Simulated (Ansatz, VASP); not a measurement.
**Cross-check of CsTe4Cl between VASP and Ansatz**

Wanted: the spread between two codes on one cell, functional and k mesh. The cell is generated by rule, not measured, and may not be a known phase. The cell is taken from a series of runs on this material, whose earlier steps may have relaxed, scaled, displaced or heated it; both programs get it as it stands.

Calculated with Ansatz 0.2.0; plane waves, with VASP 6.6.1 beside it; PBE.

The structure was built from a prototype and need not be the compound's stable phase.

## (1) The structure

Symmetry: F-43m, No. 216, cubic system. The conventional cell has a = 10.994 Å, b = 10.994 Å, c = 10.994 Å, α = 90.00°, β = 90.00°, γ = 90.00°. Nearest to Cs lie 12 Te at 4.50 Å. Nearest to Cl lie 4 Te at 2.84 Å. Te has 1 Cl at 2.84 Å and 3 Te at 3.14 Å and 3 Cs at 4.50 Å nearest. Farther neighbours and most contacts between anions are not listed.

## (2) VASP: zone-centre phonons, PBE

Second derivatives magnify differences that forces hide, and they need a tight electronic threshold.

Lines of VASP's logs that name or quote its potential files are left out, and so is its time.

File INCAR:

```
SYSTEM = CsTe4Cl
PREC = Accurate
ENCUT = 500
EDIFF = 1E-08
NELM = 120
ISMEAR = 1
SIGMA = 0.2
LREAL = .FALSE.
ALGO = Normal
GGA = PE
NBANDS = 26
LORBIT = 11
LWAVE = .FALSE.
LCHARG = .FALSE.
ISIF = 2
IBRION = 8
LASPH = .TRUE.
GGA_COMPAT = .FALSE.
KPAR = 2
```

File POSCAR:

```
CsTe4Cl
1.0
    0.0000000000      5.4968679987      5.4968679987
    5.4968679987      0.0000000000      5.4968679987
    5.4968679987      5.4968679987      0.0000000000
Cs Cl Te
1 1 4
Direct
    0.5000000000      0.5000000000      0.5000000000
    0.0000000000      0.0000000000      0.0000000000
    0.1491198311      0.1491198311      0.1491198311
    0.5526405066      0.1491198311      0.1491198311
    0.1491198311      0.1491198311      0.5526405066
    0.1491198311      0.5526405066      0.1491198311
```

File KPOINTS:

```
Automatic mesh
0
Gamma
6 6 6
0 0 0
```

PAW data sets: Cs_sv, Cl and Te (PBE family, release 64).

Launch:

```console
> mpirun -np 2 vasp_std
```

Numbers of over 12 decimals in the logs are rounded to 6 here.

The log of the run:

```text
[banner, memory and clock lines left out]
running    2 mpi-ranks, on    1 nodes
 distrk:  each k-point on    1 cores,    2 groups
 distr:  one band on    1 cores,    1 groups

 POSCAR found type information on POSCAR CsClTe
 POSCAR found :  3 types and       6 ions
 LDA part: xc-table for (Slater+PW92), standard interpolation
 POSCAR, INCAR and KPOINTS ok, starting setup
 FFT: planning ... GRIDC
 FFT: planning ... GRID_SOFT
 FFT: planning ... GRID
 WAVECAR not read
 entering main loop
       N       E                     dE             d eps       ncg     rms          rms(c)
DAV:   1     0.245098269111E+03    0.24510E+03   -0.13715E+04   832   0.114E+03
DAV:   2     0.134835013286E+02   -0.23161E+03   -0.22827E+03  1154   0.188E+02
DAV:   3    -0.148647698683E+02   -0.28348E+02   -0.28091E+02  1096   0.708E+01
DAV:   4    -0.155852455062E+02   -0.72048E+00   -0.71799E+00  1072   0.132E+01
DAV:   5    -0.155944610505E+02   -0.92155E-02   -0.92128E-02  1142   0.160E+00    0.113E+01
DAV:   6    -0.154139252211E+02    0.18054E+00   -0.23718E-01   892   0.234E+00    0.745E+00
DAV:   7    -0.153731358320E+02    0.40789E-01   -0.26388E-01   878   0.216E+00    0.734E-01
DAV:   8    -0.153746518145E+02   -0.15160E-02   -0.17785E-02  1010   0.594E-01    0.383E-01
DAV:   9    -0.153780332734E+02   -0.33815E-02   -0.39536E-03   876   0.315E-01    0.859E-02
DAV:  10    -0.153791763037E+02   -0.11430E-02   -0.81267E-04  1016   0.125E-01    0.675E-02
DAV:  11    -0.153796780131E+02   -0.50171E-03   -0.38209E-04   836   0.938E-02    0.219E-02
DAV:  12    -0.153796732923E+02    0.47209E-05   -0.36199E-05   900   0.325E-02    0.103E-02
DAV:  13    -0.153796509123E+02    0.22380E-04   -0.18904E-05   840   0.243E-02    0.997E-03
DAV:  14    -0.153796498378E+02    0.10745E-05   -0.10156E-06  1004   0.487E-03    0.322E-03
DAV:  15    -0.153796496792E+02    0.15861E-06   -0.14507E-07   876   0.229E-03    0.343E-04
DAV:  16    -0.153796496357E+02    0.43480E-07   -0.23524E-08   860   0.759E-04    0.779E-04
DAV:  17    -0.153796496859E+02   -0.50149E-07   -0.83068E-09   518   0.439E-04    0.195E-04
DAV:  18    -0.153796496688E+02    0.17088E-07   -0.14094E-09   484   0.194E-04    0.790E-05
DAV:  19    -0.153796496640E+02    0.47362E-08   -0.37375E-10   452   0.104E-04
   1 F= -.15379650E+02 E0= -.15374818E+02  d E =-.144941E-01
 Linear response reoptimize wavefunctions to high precision
DAV:   1    -0.153796496611E+02    0.29199E-08   -0.12525E-10   484   0.577E-05
DAV:   2    -0.153796496611E+02    0.18645E-10    0.19388E-11   446   0.269E-05
 Linear response DOF=           3
 Linear response progress:
  Degree of freedom:   1/  3
       N       E                     dE             d eps       ncg     rms          rms(c)
RMM:   1    -0.196378531436E+00   -0.19638E+00    0.81551E-02  5155   0.100E+00
RMM:   2    -0.197607487957E+00   -0.12290E-02   -0.44462E-03  3697   0.208E-01    0.239E-02
RMM:   3    -0.197807715162E+00   -0.20023E-03   -0.12113E-04  3768   0.419E-02    0.119E-02
RMM:   4    -0.197841292427E+00   -0.33577E-04   -0.14058E-05  3847   0.137E-02    0.534E-03
RMM:   5    -0.197891519928E+00   -0.50228E-04   -0.39439E-06  3891   0.713E-03    0.155E-03
RMM:   6    -0.197897327325E+00   -0.58074E-05   -0.20579E-07  3954   0.190E-03    0.887E-04
RMM:   7    -0.197898490372E+00   -0.11630E-05   -0.62015E-08  3851   0.115E-03    0.240E-04
RMM:   8    -0.197896604991E+00    0.18854E-05   -0.78668E-09  4021   0.312E-04    0.993E-05
RMM:   9    -0.197895079899E+00    0.15251E-05   -0.10069E-09  3878   0.142E-04    0.326E-05
RMM:  10    -0.197895343491E+00   -0.26359E-06   -0.85906E-10  4006   0.483E-05    0.125E-05
RMM:  11    -0.197895473861E+00   -0.13037E-06   -0.35227E-11  4192   0.150E-05    0.423E-06
RMM:  12    -0.197895469778E+00    0.40837E-08   -0.14747E-10  3947   0.837E-06    0.133E-06
 first order change of Fermi-energy  -0.28359E-04
 force on displaced ion       1 direction 1 :  -0.036   0.000   0.000
 Linear response progress:
  Degree of freedom:   2/  3
       N       E                     dE             d eps       ncg     rms          rms(c)
RMM:   1    -0.204658483540E+00   -0.20466E+00    0.71605E-02  5466   0.196E+00
RMM:   2    -0.202824890371E+00    0.18336E-02   -0.50953E-03  3625   0.325E-01    0.177E-01
RMM:   3    -0.203114206500E+00   -0.28932E-03   -0.16918E-04  3604   0.661E-02    0.106E-01
RMM:   4    -0.203517230368E+00   -0.40302E-03   -0.56569E-05  3708   0.287E-02    0.141E-02
RMM:   5    -0.203517528846E+00   -0.29848E-06   -0.45834E-06  3901   0.845E-03    0.558E-03
RMM:   6    -0.203491024639E+00    0.26504E-04   -0.14952E-06  3876   0.429E-03    0.162E-03
RMM:   7    -0.203490246860E+00    0.77778E-06   -0.63238E-08  3945   0.144E-03    0.720E-04
RMM:   8    -0.203502222764E+00   -0.11976E-04   -0.74101E-08  3639   0.106E-03    0.268E-04
RMM:   9    -0.203501295592E+00    0.92717E-06    0.18102E-08  3961   0.394E-04    0.152E-04
RMM:  10    -0.203500790345E+00    0.50525E-06    0.48691E-09  3735   0.205E-04    0.699E-05
RMM:  11    -0.203501613171E+00   -0.82283E-06    0.67021E-09  4075   0.735E-05    0.274E-05
RMM:  12    -0.203501525748E+00    0.87424E-07    0.29190E-08  3895   0.398E-05    0.559E-06
RMM:  13    -0.203501543238E+00   -0.17490E-07    0.20941E-09  4083   0.111E-05    0.217E-06
RMM:  14    -0.203501532551E+00    0.10687E-07    0.15518E-08  3691   0.691E-06    0.108E-06
RMM:  15    -0.203501541168E+00   -0.86167E-08   -0.34488E-09  2827   0.367E-06    0.641E-07
 first order change of Fermi-energy   0.72781E-05
 force on displaced ion       2 direction 1 :  -1.842   0.000   0.000
 Linear response progress:
  Degree of freedom:   3/  3
       N       E                     dE             d eps       ncg     rms          rms(c)
RMM:   1    -0.540956298788E-01   -0.54096E-01    0.26504E-02  7837   0.755E-01
RMM:   2    -0.531182013247E-01    0.97743E-03   -0.30748E-03  5545   0.227E-01    0.142E-01
RMM:   3    -0.531004999281E-01    0.17701E-04   -0.62220E-04  5606   0.853E-02    0.807E-02
RMM:   4    -0.530296833914E-01    0.70817E-04   -0.95636E-05  5696   0.343E-02    0.538E-02
RMM:   5    -0.530979514320E-01   -0.68268E-04   -0.20285E-05  5731   0.227E-02    0.152E-02
RMM:   6    -0.531082511480E-01   -0.10300E-04   -0.13454E-07  5893   0.661E-03    0.712E-03
RMM:   7    -0.531137366874E-01   -0.54855E-05   -0.53407E-08  5635   0.386E-03    0.159E-03
RMM:   8    -0.531148289279E-01   -0.10922E-05   -0.89555E-07  5961   0.116E-03    0.743E-04
RMM:   9    -0.531158943204E-01   -0.10654E-05   -0.21004E-07  5641   0.707E-04    0.281E-04
RMM:  10    -0.531166604548E-01   -0.76613E-06   -0.10009E-07  5533   0.545E-04    0.181E-04
RMM:  11    -0.531166141425E-01    0.46312E-07   -0.79894E-08  6057   0.175E-04    0.564E-05
RMM:  12    -0.531166177315E-01   -0.35889E-08    0.21331E-08  6006   0.564E-05    0.179E-05
 first order change of Fermi-energy   0.38640E+00
 force on displaced ion       3 direction 1 :  -0.390  -1.146  -1.146
 Linear response finished
```

From OUTCAR (step 2):

```text
ion  position               nearest neighbor table
   1  0.500  0.500  0.500-
   2  0.000  0.000  0.000-   3 2.84   4 2.84   5 2.84   6 2.84
   3  0.149  0.149  0.149-   2 2.84   4 3.14   5 3.14   6 3.14
   4  0.553  0.149  0.149-   2 2.84   3 3.14   5 3.14   6 3.14
   5  0.149  0.149  0.553-   2 2.84   3 3.14   4 3.14   6 3.14
   6  0.149  0.553  0.149-   2 2.84   3 3.14   4 3.14   5 3.14

  LATTYP: Found a face centered cubic cell.
 ALAT       =    10.9937359974

 Subroutine GETGRP returns: Found 24 space group operations
 (whereof 24 operations were pure point group operations)

The static configuration has the point symmetry T_d .

 Found     16 irreducible k-points:

   k-points           NKPTS =     16   k-points in BZ     NKDIM =     16   number of bands    NBANDS=     26

   dimension x,y,z NGX =    60 NGY =   60 NGZ =   60
   dimension x,y,z NGXF=   120 NGYF=  120 NGZF=  120

   ENCUT  =  500.0 eV  36.75 Ry    6.06 a.u.  14.17 14.17 14.17*2*pi/ulx,y,z

   NELECT =      40.0000    total number of electrons

 k-points in reciprocal lattice and weights: Automatic mesh
   0.00000000  0.00000000  0.00000000       0.005
   0.16666667  0.00000000  0.00000000       0.037
   0.33333333  0.00000000  0.00000000       0.037
   0.50000000  0.00000000  0.00000000       0.019
   0.16666667  0.16666667  0.00000000       0.028
   0.33333333  0.16666667  0.00000000       0.111
   0.50000000  0.16666667  0.00000000       0.111
  -0.33333333  0.16666667  0.00000000       0.111
  -0.16666667  0.16666667  0.00000000       0.056
[...]
-0.33333333  0.33333333  0.16666667       0.111
  -0.33333333  0.50000000  0.16666667       0.056

 average (electrostatic) potential at core
       1 -50.7581       2 -95.2017       3 -93.2773       4 -93.2773       5 -93.2773
       6 -93.2773

  Total       -0.0475754     -0.0475754     -0.0475754     -0.0000000     -0.0000000     -0.0000000
  in kB       -0.2294652     -0.2294652     -0.2294652     -0.0000000     -0.0000000     -0.0000000
  external PRESSURE =      -0.2294652 kB  Pullay stress =       0.0000000 kB

  energy-cutoff  :      500.00
  volume of cell :      332.18
      direct lattice vectors                 reciprocal lattice vectors
     0.000000000  5.496867999  5.496867999    -0.090960889  0.090960889  0.090960889
     5.496867999  0.000000000  5.496867999     0.090960889 -0.090960889  0.090960889
     5.496867999  5.496867999  0.000000000     0.090960889  0.090960889 -0.090960889

 POSITION                                       TOTAL-FORCE (eV/Angst)
 -----------------------------------------------------------------------------------
      5.49687      5.49687      5.49687        -0.000000     -0.000000     -0.000000
      0.00000      0.00000      0.00000        -0.000000     -0.000000     -0.000000
      1.63938      1.63938      1.63938        -0.008150     -0.008150     -0.008150
      1.63938      3.85748      3.85748        -0.008150      0.008150      0.008150
      3.85748      3.85748      1.63938         0.008150      0.008150     -0.008150
      3.85748      1.63938      3.85748         0.008150     -0.008150      0.008150
 -----------------------------------------------------------------------------------
    total drift:                                0.000000      0.000000      0.000000

 Eigenvectors and eigenvalues of the dynamical matrix
 ----------------------------------------------------

   1 f  =    4.986752 THz    31.332690 2PiTHz  166.340156 cm-1    20.623542 meV
             X         Y         Z           dx          dy          dz
      5.496868  5.496868  5.496868     0.000000    0.000000    0.000000
      0.000000  0.000000  0.000000     0.000000    0.000000    0.000000
      1.639384  1.639384  1.639384     0.288675    0.288675    0.288675
      1.639384  3.857484  3.857484     0.288675   -0.288675   -0.288675
      3.857484  3.857484  1.639384    -0.288675   -0.288675    0.288675
      3.857484  1.639384  3.857484    -0.288675    0.288675   -0.288675

   2 f  =    3.701548 THz    23.257514 2PiTHz  123.470363 cm-1    15.308367 meV
             X         Y         Z           dx          dy          dz
      5.496868  5.496868  5.496868     0.009705    0.000385   -0.002058
      0.000000  0.000000  0.000000     0.941205    0.037320   -0.199563
      1.639384  1.639384  1.639384    -0.121242   -0.026720   -0.001948
      1.639384  3.857484  3.857484    -0.130747    0.028419    0.053191
      3.857484  3.857484  1.639384    -0.132933   -0.038411    0.055377
      3.857484  1.639384  3.857484    -0.119056    0.016728    0.000238

   3 f  =    3.701548 THz    23.257514 2PiTHz  123.470363 cm-1    15.308367 meV
             X         Y         Z           dx          dy          dz
      5.496868  5.496868  5.496868    -0.001468    0.008207   -0.005391
      0.000000  0.000000  0.000000    -0.142405    0.795929   -0.522784
      1.639384  1.639384  1.639384     0.011062   -0.087063    0.050840
      1.639384  3.857484  3.857484     0.027064   -0.095405    0.042497
      3.857484  3.857484  1.639384    -0.019564   -0.117689    0.089125
      3.857484  1.639384  3.857484     0.057690   -0.126032    0.097468

   4 f  =    3.701548 THz    23.257514 2PiTHz  123.470363 cm-1    15.308367 meV
             X         Y         Z           dx          dy          dz
      5.496868  5.496868  5.496868     0.001492    0.005574    0.008080
      0.000000  0.000000  0.000000     0.144703    0.540546    0.783554
      1.639384  1.639384  1.639384    -0.058156   -0.099550   -0.124963
      1.639384  3.857484  3.857484     0.019414   -0.091073   -0.116485
      3.857484  3.857484  1.639384    -0.012253   -0.053647   -0.084818
      3.857484  1.639384  3.857484    -0.026489   -0.045170   -0.093296

   5 f  =    0.956399 THz     6.009231 2PiTHz   31.902028 cm-1     3.955346 meV
             X         Y         Z           dx          dy          dz
      5.496868  5.496868  5.496868     0.000000   -0.000000    0.000000
      0.000000  0.000000  0.000000     0.000000    0.000000   -0.000000
      1.639384  1.639384  1.639384    -0.293025   -0.202897    0.495922
      1.639384  3.857484  3.857484     0.293025    0.293024    0.000001
      3.857484  3.857484  1.639384    -0.202898   -0.293024   -0.495922
      3.857484  1.639384  3.857484     0.202898    0.202897   -0.000001

   6 f  =    0.956399 THz     6.009231 2PiTHz   31.902028 cm-1     3.955346 meV
             X         Y         Z           dx          dy          dz
      5.496868  5.496868  5.496868    -0.000000    0.000000   -0.000000
      0.000000  0.000000  0.000000     0.000000    0.000000    0.000000
      1.639384  1.639384  1.639384     0.082970   -0.131732    0.048762
      1.639384  3.857484  3.857484    -0.082970   -0.404897    0.321927
      3.857484  3.857484  1.639384    -0.453659    0.404897   -0.048762
      3.857484  1.639384  3.857484     0.453659    0.131732   -0.321927

   7 f  =    0.956399 THz     6.009231 2PiTHz   31.902028 cm-1     3.955346 meV
             X         Y         Z           dx          dy          dz
      5.496868  5.496868  5.496868    -0.000000    0.000000   -0.000000
      0.000000  0.000000  0.000000    -0.000000    0.000000    0.000000
      1.639384  1.639384  1.639384    -0.396550    0.437584   -0.041033
      1.639384  3.857484  3.857484     0.396550    0.013976    0.382574
      3.857484  3.857484  1.639384     0.055009   -0.013976    0.041033
      3.857484  1.639384  3.857484    -0.055009   -0.437584   -0.382574

   8 f  =    0.510945 THz     3.210365 2PiTHz   17.043305 cm-1     2.113100 meV
             X         Y         Z           dx          dy          dz
      5.496868  5.496868  5.496868     0.460792    0.737572    0.096830
      0.000000  0.000000  0.000000    -0.072374   -0.115847   -0.015209
      1.639384  1.639384  1.639384    -0.178921   -0.221680   -0.122694
      1.639384  3.857484  3.857484    -0.040109   -0.145022   -0.046036
      3.857484  3.857484  1.639384    -0.162812   -0.205571    0.076667
      3.857484  1.639384  3.857484    -0.056218   -0.128914    0.000009

   9 f  =    0.510945 THz     3.210365 2PiTHz   17.043305 cm-1     2.113100 meV
             X         Y         Z           dx          dy          dz
      5.496868  5.496868  5.496868     0.335554   -0.307738    0.747274
      0.000000  0.000000  0.000000    -0.052704    0.048335   -0.117371
      1.639384  1.639384  1.639384    -0.116311   -0.016931   -0.179916
      1.639384  3.857484  3.857484    -0.043189    0.038892   -0.124093
      3.857484  3.857484  1.639384     0.008006    0.107386   -0.175289
      3.857484  1.639384  3.857484    -0.167506    0.163209   -0.231112

  10 f  =    0.510945 THz     3.210365 2PiTHz   17.043305 cm-1     2.113100 meV
             X         Y         Z           dx          dy          dz
      5.496868  5.496868  5.496868     0.663922   -0.356374   -0.444885
      0.000000  0.000000  0.000000    -0.104279    0.055974    0.069876
      1.639384  1.639384  1.639384    -0.091143    0.066479    0.080153
      1.639384  3.857484  3.857484    -0.224442    0.176929    0.190603
      3.857484  3.857484  1.639384    -0.165155   -0.007533    0.131317
      3.857484  1.639384  3.857484    -0.150430    0.102918    0.020866

  11 f/i=    0.004177 THz     0.026243 2PiTHz    0.139318 cm-1     0.017273 meV
             X         Y         Z           dx          dy          dz
      5.496868  5.496868  5.496868     0.442417    0.062034   -0.000045
      0.000000  0.000000  0.000000     0.224794    0.031520   -0.000023
      1.639384  1.639384  1.639384     0.428448    0.059703   -0.000476
      1.639384  3.857484  3.857484     0.428554    0.060462    0.000283
      3.857484  3.857484  1.639384     0.428448    0.059703    0.000389
      3.857484  1.639384  3.857484     0.428554    0.060462   -0.000370

  12 f/i=    0.004177 THz     0.026243 2PiTHz    0.139318 cm-1     0.017273 meV
             X         Y         Z           dx          dy          dz
      5.496868  5.496868  5.496868    -0.061597    0.439265   -0.053233
      0.000000  0.000000  0.000000    -0.031298    0.223192   -0.027048
      1.639384  1.639384  1.639384    -0.059991    0.425546   -0.051882
      1.639384  3.857484  3.857484    -0.059328    0.425440   -0.051988
      3.857484  3.857484  1.639384    -0.060082    0.425454   -0.051234
      3.857484  1.639384  3.857484    -0.059237    0.425349   -0.051128

  13 f/i=    0.004177 THz     0.026243 2PiTHz    0.139318 cm-1     0.017273 meV
             X         Y         Z           dx          dy          dz
      5.496868  5.496868  5.496868    -0.007348    0.052723    0.443562
      0.000000  0.000000  0.000000    -0.003733    0.026789    0.225376
      1.639384  1.639384  1.639384    -0.007542    0.050690    0.429571
      1.639384  3.857484  3.857484    -0.006691    0.050678    0.429558
      3.857484  3.857484  1.639384    -0.006781    0.051451    0.429649
      3.857484  1.639384  3.857484    -0.007452    0.051439    0.429661
    [... 43 further lines ...]
      3.857484  3.857484  1.639384    -0.353553    0.353553    0.000000
      3.857484  1.639384  3.857484    -0.353553   -0.353553   -0.000000

 ELASTIC MODULI CONTR FROM IONIC RELAXATION (kBar)
 Direction    XX          YY          ZZ          XY          YZ          ZX
 --------------------------------------------------------------------------------
 XX         -38.8315    -38.8315    -38.8315     -0.0000      0.0000     -0.0000
 YY         -38.8315    -38.8315    -38.8315     -0.0000      0.0000     -0.0000
 ZZ         -38.8315    -38.8315    -38.8315      0.0000      0.0000     -0.0000
 XY          -0.0000     -0.0000      0.0000    -97.6504      0.0000     -0.0000
 YZ          -0.0000      0.0000      0.0000      0.0000    -97.6504     -0.0000
 ZX          -0.0000     -0.0000     -0.0000     -0.0000     -0.0000    -97.6504
 --------------------------------------------------------------------------------
```

(Continued in part 2 of 2.)

[Lines on the potential files, build, host, timing and source positions are cut from VASP's logs without a mark.]

[Logs are printed without paths, hosts, clocks, repeated set-up lines and the standing remarks that a program may print on its own settings, such as how far it seeks lower states.]

[Hosts, paths, dates, database ids (printed as entryN), source tags and the programs' standing remarks are cut or masked in the printed files.]
